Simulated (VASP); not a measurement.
Output of a VASP run:

### OUTCAR
```
 ion  position               nearest neighbor table
   1  0.000  0.000  0.000-
  LATTYP: Found a body centered cubic cell.
 ALAT       =     4.3123442032
 Subroutine PRICEL returns:
 Original cell was already a primitive cell.
 Subroutine GETGRP returns: Found 48 space group operations
The static configuration has the point symmetry O_h .
The dynamic configuration has the point symmetry O_h .
 Subroutine INISYM returns: Found 48 space group operations
 Subroutine IBZKPT returns following result:
 Found     56 irreducible k-points:

 Following reciprocal coordinates:
            Coordinates               Weight
  0.000000  0.000000  0.000000      1.000000
  0.090909  0.000000  0.000000     12.000000
  0.181818  0.000000  0.000000     12.000000
  0.272727  0.000000  0.000000     12.000000
  0.363636  0.000000  0.000000     12.000000
  0.454545  0.000000  0.000000     12.000000
  0.090909  0.090909  0.000000     24.000000
  0.181818  0.090909  0.000000     48.000000
  0.272727  0.090909  0.000000     48.000000
  0.363636  0.090909 -0.000000     48.000000
  0.454545  0.090909 -0.000000     24.000000
  0.181818  0.181818  0.000000     24.000000
  0.272727  0.181818  0.000000     48.000000
  0.363636  0.181818 -0.000000     48.000000
  0.272727  0.272727  0.000000     24.000000
  0.363636  0.272727  0.000000     24.000000
  0.090909  0.090909  0.090909      8.000000
  0.181818  0.090909  0.090909     24.000000
  0.272727  0.090909  0.090909     24.000000
  0.363636  0.090909  0.090909     24.000000
 -0.090909  0.090909  0.090909      6.000000
  0.181818  0.181818  0.090909     24.000000
  0.272727  0.181818  0.090909     48.000000
  0.363636  0.181818  0.090909     24.000000
 -0.181818  0.181818  0.090909     24.000000
  0.272727  0.272727  0.090909     24.000000
 -0.272727  0.272727  0.090909     24.000000
 -0.181818  0.272727  0.090909     24.000000
 -0.363636  0.363636  0.090909     24.000000
 -0.272727  0.363636  0.090909     48.000000
 -0.454545  0.454545  0.090909     24.000000
 -0.363636  0.454545  0.090909     48.000000
 -0.272727  0.454545  0.090909     24.000000
 -0.454545 -0.454545  0.090909     24.000000
 -0.363636 -0.454545  0.090909     48.000000
 -0.363636 -0.363636  0.090909      8.000000
  0.181818  0.181818  0.181818      8.000000
  0.272727  0.181818  0.181818     24.000000
 -0.181818  0.181818  0.181818      6.000000
  0.272727  0.272727  0.181818      8.000000
   k-points           NKPTS =     56   k-points in BZ     NKDIM =     56   number of bands    NBANDS=      8
   number of dos      NEDOS =    301   number of ions     NIONS =      1
   total plane-waves  NPLWV =  13824
   dimension x,y,z NGX =    24 NGY =   24 NGZ =   24
   dimension x,y,z NGXF=    48 NGYF=   48 NGZF=   48
   ions per type =               1
   PREC   = accura    normal or accurate (medium, high low for compatibility)
   ISTART =      0    job   : 0-new  1-cont  2-samecut
   ICHARG =      2    charge: 1-file 2-atom 10-const
   ISPIN  =      1    spin polarized calculation?
   LNONCOLLINEAR =      F non collinear calculations
   LSORBIT =      F    spin-orbit coupling
   INIWAV =      1    electr: 0-lowe 1-rand  2-diag
   ENCUT  =  400.0 eV  29.40 Ry    5.42 a.u.   6.09  6.09  6.09*2*pi/ulx,y,z
   NELM   =    100;   NELMIN=  2; NELMDL= -5     # of ELM steps
   EDIFF  = 0.1E-05   stopping-criterion for ELM
   LREAL  =      F    real-space projection
   NLSPLINE    = F    spline interpolate recip. space projectors
   LMAXMIX     =    6 max onsite mixed and CHGCAR
   VOSKOWN=      0    Vosko Wilk Nusair interpolation
   EDIFFG = -.1E-01   stopping-criterion for IOM
   NSW    =     60    number of steps for IOM
   NBLOCK =      1;   KBLOCK =     60    inner block; outer block
   IBRION =      2    ionic relax: 0-MD 1-quasi-New 2-CG
   NFREE  =      1    steps in history (QN), initial steepest desc. (CG)
...
```

OSZICAR:
```
       N       E                     dE             d eps       ncg     rms          rms(c)
DAV:   1     0.599996562014E+01    0.60000E+01   -0.34182E+03   960   0.681E+02
DAV:   2    -0.202905799116E+01   -0.80290E+01   -0.76878E+01  1336   0.886E+01
DAV:   3    -0.213953256270E+01   -0.11047E+00   -0.10113E+00  1160   0.701E+00
DAV:   4    -0.214219621395E+01   -0.26637E-02   -0.26617E-02  1488   0.123E+00
DAV:   5    -0.214220150708E+01   -0.52931E-05   -0.52931E-05  1176   0.423E-02    0.722E+00
DAV:   6    -0.215695515186E+01   -0.14754E-01   -0.11496E-03  1352   0.438E-01    0.431E+00
DAV:   7    -0.216566713565E+01   -0.87120E-02   -0.25712E-03  1288   0.621E-01    0.552E-02
DAV:   8    -0.216564157952E+01    0.25556E-04   -0.97805E-05  1512   0.893E-02    0.174E-02
DAV:   9    -0.216564160913E+01   -0.29617E-07   -0.75992E-06  1504   0.262E-02
   1 F= -.21656416E+01 E0= -.21658597E+01  d E =-.216564E+01
       N       E                     dE             d eps       ncg     rms          rms(c)
DAV:   1    -0.216694839830E+01   -0.13068E-02   -0.24979E-02  1000   0.164E+00    0.142E-01
DAV:   2    -0.216615148186E+01    0.79692E-03   -0.80507E-04  1376   0.288E-01    0.756E-02
DAV:   3    -0.216581904380E+01    0.33244E-03   -0.98851E-04  1384   0.305E-01    0.359E-02
DAV:   4    -0.216582047558E+01   -0.14318E-05   -0.10707E-05  1104   0.278E-02    0.116E-02
DAV:   5    -0.216582109816E+01   -0.62258E-06   -0.19805E-06  1400   0.139E-02
   2 F= -.21658211E+01 E0= -.21660601E+01  d E =-.179489E-03
       N       E                     dE             d eps       ncg     rms          rms(c)
DAV:   1    -0.216657065034E+01   -0.75017E-03   -0.15693E-02   992   0.130E+00    0.112E-01
DAV:   2    -0.216607076559E+01    0.49988E-03   -0.50679E-04  1368   0.229E-01    0.598E-02
DAV:   3    -0.216586260768E+01    0.20816E-03   -0.62168E-04  1384   0.242E-01    0.284E-02
DAV:   4    -0.216586374354E+01   -0.11359E-05   -0.65139E-06  1120   0.218E-02    0.959E-03
DAV:   5    -0.216586433415E+01   -0.59061E-06   -0.12361E-06  1216   0.108E-02
   3 F= -.21658643E+01 E0= -.21661190E+01  d E =-.222725E-03
```

### OUTCAR
```
------------------------ aborting loop because EDIFF is reached ----------------------------------------
  FORCE on cell =-STRESS in cart. coord.  units (eV):
  Direction    XX          YY          ZZ          XY          YZ          ZX
  --------------------------------------------------------------------------------------
  Total       -0.0011937     -0.0011937     -0.0011937      0.0000000      0.0000000     -0.0000000
  in kB       -0.0482381     -0.0482381     -0.0482381      0.0000000      0.0000000     -0.0000000
  external PRESSURE =      -0.0482381 kB  Pullay stress =       0.0000000 kB
  volume of cell :       39.65
      direct lattice vectors                 reciprocal lattice vectors
    -2.148093956  2.148093956  2.148093956     0.000000000  0.232764493  0.232764493
     2.148093956 -2.148093956  2.148093956     0.232764493  0.000000000  0.232764493
     2.148093956  2.148093956 -2.148093956     0.232764493  0.232764493  0.000000000
 POSITION                                       TOTAL-FORCE (eV/Angst)
 -----------------------------------------------------------------------------------
      0.00000      0.00000      0.00000        -0.000000     -0.000000      0.000000
 -----------------------------------------------------------------------------------
    total drift:                               -0.000000     -0.000000      0.000000
  FREE ENERGIE OF THE ION-ELECTRON SYSTEM (eV)
  ---------------------------------------------------
  free  energy   TOTEN  =        -2.1658643341 eV

  energy  without entropy=       -2.1666284264  energy(sigma->0) =       -2.16611903

 reached required accuracy - stopping structural energy minimisation
```
(Selected blocks of OUTCAR.)

POSCAR:
```
Eu
1
   -2.1561721016     2.1561721016     2.1561721016
    2.1561721016    -2.1561721016     2.1561721016
    2.1561721016     2.1561721016    -2.1561721016
Eu
1
Direct
  0.0000000000   1.0000000000   0.0000000000
```

Question: Write an INCAR and KPOINTS that could have produced this output.

Answer: One answer among several that fit: the input of the run itself, PBEsol GGA, plane waves, VASP's PBE PAW potentials (set 64).

INCAR:
```
SYSTEM  =  Eu
PREC  =  Accurate; ENCUT  =  400; LREAL  =  .FALSE.
LASPH  =  .TRUE.
EDIFF  =  1E-6; NELM  =  100; ALGO  =  Normal
LMAXMIX  =  6
ISMEAR  =  1; SIGMA  =  0.1
GGA  =  PS
IBRION  =  2; NSW  =  60; ISIF  =  3
EDIFFG  =  -0.01
LWAVE  =  .FALSE.; LCHARG  =  .FALSE.
```

**KPOINTS**
```
Automatic mesh
0
Gamma
11 11 11
0 0 0
```

POTCAR, in this order: Eu_2 (PBE.64 set). Program: vasp_std.

The 4f electrons are frozen in the core of the lanthanide potential, so 4f levels, which can set the real gap, and their magnetism are missing.

The compound is Eu in the bcc structure. This run relaxes it. Symmetry was kept, so distortions that lower it aren't found. The start is the result of an earlier pass.
